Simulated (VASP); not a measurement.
Output of a VASP run:

**OSZICAR**
```
       N       E                     dE             d eps       ncg     rms          rms(c)
DAV:   1     0.850537106354E+02    0.85054E+02   -0.75336E+03   778   0.101E+03
DAV:   2    -0.335230802391E+01   -0.88406E+02   -0.82951E+02   919   0.225E+02
DAV:   3    -0.684703038288E+01   -0.34947E+01   -0.34843E+01   854   0.486E+01
DAV:   4    -0.687544976298E+01   -0.28419E-01   -0.28415E-01   884   0.487E+00
DAV:   5    -0.687585565838E+01   -0.40590E-03   -0.40589E-03   849   0.570E-01    0.660E+00
DAV:   6    -0.672146718919E+01    0.15439E+00   -0.32672E-01   823   0.815E+00    0.439E+00
DAV:   7    -0.671528328713E+01    0.61839E-02   -0.70537E-02   759   0.213E+00    0.196E+00
DAV:   8    -0.671257945007E+01    0.27038E-02   -0.50028E-03   809   0.772E-01    0.272E-01
DAV:   9    -0.671246036284E+01    0.11909E-03   -0.40794E-04   879   0.324E-01    0.480E-02
DAV:  10    -0.671247071280E+01   -0.10350E-04   -0.37866E-05   839   0.559E-02    0.100E-02
DAV:  11    -0.671247097121E+01   -0.25841E-06   -0.45890E-07   452   0.842E-03
   1 F= -.67124710E+01 E0= -.67124710E+01  d E =-.671247E+01
       N       E                     dE             d eps       ncg     rms          rms(c)
DAV:   1    -0.928692146273E+01   -0.25745E+01   -0.42725E+01   754   0.716E+01    0.121E+01
DAV:   2    -0.692049724440E+01    0.23664E+01   -0.92423E+00   754   0.330E+01    0.290E+00
DAV:   3    -0.681163058625E+01    0.10887E+00   -0.24819E-01   764   0.482E+00    0.172E+00
DAV:   4    -0.680014305631E+01    0.11488E-01   -0.36687E-02   804   0.157E+00    0.971E-01
DAV:   5    -0.679771011756E+01    0.24329E-02   -0.25712E-03   844   0.490E-01    0.259E-01
DAV:   6    -0.679757562655E+01    0.13449E-03   -0.38806E-04   844   0.172E-01    0.340E-02
DAV:   7    -0.679757300556E+01    0.26210E-05   -0.13114E-05   799   0.289E-02    0.144E-02
DAV:   8    -0.679757449802E+01   -0.14925E-05   -0.69468E-07   532   0.980E-03    0.297E-03
DAV:   9    -0.679757448385E+01    0.14174E-07   -0.17518E-07   377   0.548E-03
   2 F= -.67975745E+01 E0= -.67975745E+01  d E =-.851035E-01
       N       E                     dE             d eps       ncg     rms          rms(c)
DAV:   1    -0.680655380011E+01   -0.89793E-02   -0.15621E-01   754   0.443E+00    0.643E-01
DAV:   2    -0.679853930327E+01    0.80145E-02   -0.23061E-02   754   0.191E+00    0.222E-01
DAV:   3    -0.679804212922E+01    0.49717E-03   -0.14749E-03   769   0.316E-01    0.148E-01
DAV:   4    -0.679799467381E+01    0.47455E-04   -0.60739E-05   809   0.730E-02    0.446E-02
DAV:   5    -0.679799023818E+01    0.44356E-05   -0.13442E-05   874   0.612E-02    0.627E-03
DAV:   6    -0.679798988657E+01    0.35160E-06   -0.40223E-06   744   0.268E-02
   3 F= -.67979899E+01 E0= -.67979899E+01  d E =-.855189E-01
```

**OUTCAR**
```
------------------------ aborting loop because EDIFF is reached ----------------------------------------
  FORCE on cell =-STRESS in cart. coord.  units (eV):
  Direction    XX          YY          ZZ          XY          YZ          ZX
  --------------------------------------------------------------------------------------
  Total        0.0070746      0.0070746      0.0070746      0.0000000      0.0000000     -0.0000000
  in kB        0.2955880      0.2955880      0.2955880      0.0000000      0.0000000     -0.0000000
  external PRESSURE =       0.2955880 kB  Pullay stress =       0.0000000 kB
  volume of cell :       38.35
      direct lattice vectors                 reciprocal lattice vectors
     0.000000000  2.676481628  2.676481628    -0.186812416  0.186812416  0.186812416
     2.676481628 -0.000000000  2.676481628     0.186812416 -0.186812416  0.186812416
     2.676481628  2.676481628  0.000000000     0.186812416  0.186812416 -0.186812416
  FREE ENERGIE OF THE ION-ELECTRON SYSTEM (eV)
  ---------------------------------------------------
  free  energy   TOTEN  =        -6.7979898866 eV

  energy  without entropy=       -6.7979898866  energy(sigma->0) =       -6.79798989

 reached required accuracy - stopping structural energy minimisation
```
(Selected blocks of OUTCAR.)

### POSCAR
```
AgCl
1
    0.0000000000     2.7726650000     2.7726650000
    2.7726650000     0.0000000000     2.7726650000
    2.7726650000     2.7726650000     0.0000000000
Ag Cl
1 1
Direct
  0.0000000000   0.0000000000   0.0000000000
  0.5000000000   0.5000000000   0.5000000000
```

**Question.** Reconstruct the remaining input files.

**Answer.** Several could match; the one computed here: the input of the run itself, LDA (Ceperley-Alder, Perdew-Zunger), plane waves, VASP's LDA PAW potentials (set 64).

KPOINTS:
```
Regular mesh
0
Gamma
  8 8 8
0 0 0
```

**INCAR**
```
# general
SYSTEM   =  AgCl
PREC     =  Accurate
ENCUT    =  400
LREAL    =  F
LASPH    =  T

# electronic loop
EDIFF    =  1E-6
NELM     =  100
ALGO     =  Normal
LMAXMIX  =  4

# smearing
ISMEAR   =  0
SIGMA    =  0.05

# ions
IBRION   =  2
NSW      =  60
ISIF     =  3
EDIFFG   =  -0.01

# output
LWAVE    =  F
LCHARG   =  F
```

POTCAR, in this order: Ag Cl (LDA.64 set). Program: vasp_std.

Energy and stress use the plane-wave basis of the starting cell.

The structure comes from a computed database's AgCl entry (Fm-3m); how it stands against other phases isn't given here. This run relaxes it. Symmetry was kept, so distortions that lower it aren't found.
